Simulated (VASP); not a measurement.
Consider the following.

```
CELL_PARAMETERS angstrom
      1.80000    -3.11769     0.00000
      1.80000     3.11769     0.00000
      0.00000     0.00000     5.69000
ATOMIC_POSITIONS crystal
  Tb 0.33333 0.66667 0.25000
  Tb 0.66667 0.33333 0.75000
```

These are PBE GGA, VASP's PBE PAW potentials (set 64) (plane waves; VASP 6.6.1) values and carry that method's errors. Run with 520 eV cut-off, 11×11×6 Γ-centred mesh, first-order Methfessel-Paxton smearing of 0.10 eV, potentials Tb_3.

The 4f electrons are frozen in the core of the lanthanide potential, so 4f levels, which can set the real gap, and their magnetism are missing.

Question: The ions, cell shape and volume are relaxed. Which structure does the run end with?

Answer: 
```
CELL_PARAMETERS angstrom
      1.82185    -3.15554     0.00000
      1.82185     3.15554     0.00000
      0.00000     0.00000     5.64690
ATOMIC_POSITIONS crystal
  Tb 0.33333 0.66667 0.25000
  Tb 0.66667 0.33333 0.75000
```
Space group P6_3/mmc (194), at a tolerance of 0.03 Å.

Question: How do energy and volume change from the first to the last step?

Answer: The energy (σ→0) changes by -1.9 meV/atom and the volume by +1.7 %, in 5 ionic steps.

| step | E(σ→0) (eV) | max force (eV/Å) | pressure (GPa) | volume (Å³) |
|---|---|---|---|---|
| 1 | -9.1165 | 0.000 | 0.57 | 63.86 |
| 2 | -9.1191 | 0.000 | -0.06 | 64.91 |
| 3 | -9.1191 | 0.000 | -0.15 | 65.05 |
| 4 | -9.1199 | 0.000 | -0.08 | 64.99 |
| 5 | -9.1202 | 0.000 | -0.01 | 64.93 |

The compound is Tb in the hcp structure. This run relaxes it. Symmetry was kept, so distortions that lower it aren't found.
